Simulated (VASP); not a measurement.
Input:

```
CELL_PARAMETERS angstrom
      0.00000     2.48888     2.48888
      2.48888     0.00000     2.48888
      2.48888     2.48888     0.00000
ATOMIC_POSITIONS crystal
  Eu 0.00000 0.00000 0.00000
  O  0.50000 0.50000 0.50000
```

These are PBE GGA, VASP's PBE PAW potentials (set 64) (plane waves; VASP) values and carry that method's errors. Numerical set-up: 600 eV cut-off, 8×8×8 Γ-centred mesh, Gaussian smearing of 0.050 eV, potentials Eu_2 O.

The 4f electrons are frozen in the core of the lanthanide potential, so 4f levels, which can set the real gap, and their magnetism are missing.

**Question.** Predict the energy per atom (σ→0), band gap (on the k-mesh) with the smallest direct gap where there is one.

**Answer.** 
```
Item                                          Value
-----------------------------------  --------------
band gap (on the k-mesh)                    2.72 eV
smallest direct gap (on the k-mesh)         2.72 eV
energy per atom (σ→0)                -6.612 eV/atom
```

The compound is EuO in the rock salt structure. It was relaxed first, which changed the volume by -9 %.
